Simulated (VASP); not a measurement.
```xyz
4
Lattice="1.8244 -3.1600 0.0000 1.8244 3.1600 0.0000 0.0000 0.0000 8.4329" Properties=species:S:1:pos:R:3 pbc="T T T"
Ag     1.8244    -1.0534     4.5397
Ag     1.8244     1.0534     0.3233
I      1.8244    -1.0534     7.0555
I      1.8244     1.0534     2.8390
```

Computed with PBE GGA, VASP's PBE PAW potentials (set 64) (plane waves; VASP 6.6.1). Numerical set-up: 500 eV cut-off, 10×10×4 Γ-centred mesh, first-order Methfessel-Paxton smearing of 0.10 eV, potentials Ag I.

Unless said otherwise, spin-orbit coupling is left out, though it shifts the bands of the heavy elements here.

### Question
Estimate the energy per atom (σ→0), pressure, band gap (on the k-mesh) with the smallest direct gap where there is one.

### Answer

- band gap (on the k-mesh): none (metal, semimetal or under 0.01 eV)
- energy per atom (σ→0): -1.802 eV/atom
- pressure: 20.03 GPa

The compound is AgI in the wurtzite structure. It was relaxed first under an external pressure of 20 GPa.
